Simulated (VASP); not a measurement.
```yaml
crystal:
  lattice:
    - [0.00000, 2.01109, 2.01109]
    - [2.01109, 0.00000, 2.01109]
    - [2.01109, 2.01109, 0.00000]
  atoms:
    - { symbol: W, position: [0.00000, 0.00000, 0.00000] }
```

These are r2SCAN meta-GGA with spin-orbit coupling, VASP's PBE PAW potentials (set 64) (plane waves; VASP 6.6.1) values and carry that method's errors. Run with 400 eV cut-off, 14×14×14 Γ-centred mesh, Gaussian smearing of 0.050 eV, potentials W_sv.

Task: Give the stress tensor in GPa (positive for a compressed cell).

Result: 
```
1.17  0.00  0.00
0.00  1.17  0.00
0.00  0.00  1.17
```
The pressure is its mean diagonal, 1.17 GPa.

The structure comes from a measured W entry (Fm-3m) of the Crystallography Open Database, whose conditions weren't checked. It was relaxed first.
